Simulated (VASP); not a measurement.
Here is the system:

```
MgS
1.0
    0.00000     2.62337     2.62337
    2.62337     0.00000     2.62337
    2.62337     2.62337     0.00000
Mg S
1 1
Cartesian
  2.62337   2.62337   5.24674
  2.62337   2.62337   2.62337
```

Level of theory: vdW-DF-cx, VASP's PBE PAW potentials (set 64) (plane waves; VASP). Settings: 520 eV cut-off, 9×9×9 Γ-centred mesh, Gaussian smearing of 0.050 eV, potentials Mg S.

Q: Predict the energy per atom (σ→0), pressure.

A: 
```
Quantity                        Value
---------------------  --------------
energy per atom (σ→0)  -2.960 eV/atom
pressure                    -2.12 GPa
```

The absolute energy has meaning only against runs of the same code, potentials and settings.

The compound is MgS in the rock salt structure. This cell is one point of a volume scan, at 1.03 of the reference volume.
